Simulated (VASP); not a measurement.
The system is Ag.

```
CELL_PARAMETERS angstrom
0.00000 2.06750 2.06750
2.06750 0.00000 2.06750
2.06750 2.06750 0.00000
ATOMIC_POSITIONS crystal
Ag 0.00000 0.00000 0.00000
```

```yaml
Program: VASP 6.6.1
Task: relaxation of cell and atoms
Functional: RPBE
Potentials_or_basis: VASP PAW PBE potentials, release 64 (Ag)
Cutoff: 600 eV
k_mesh: 18 × 18 × 18
Occupations: gaussian, width 0.1 eV
Spin: no spin polarisation
```

At the start: pressure 4.6 GPa; volume 17.68 Å³/atom.

**Question.** Where does the relaxation end?

**Answer.** Over 3 steps the energy falls by 13.1 meV/atom and the volume is 18.64 Å³/atom (+5.5 %); space group Fm-3m (No. 225, to 0.05 Å).

The path:
```csv
step,energy change (eV),largest force (eV/Å),pressure (GPa),volume (Å³)
1,0.0000,0.0000,4.64,17.68
2,-0.0115,0.0000,-1.38,19.02
3,-0.0131,0.0000,0.02,18.64
```

Final structure:
```
Ag
1.0
     0.00000    2.10448    2.10448
     2.10448    0.00000    2.10448
     2.10448    2.10448    0.00000
Ag
1
Direct
  0.00000 0.00000 0.00000
```

Caveat: the PAW data sets were made with another functional, which shifts forces and pressure a little.
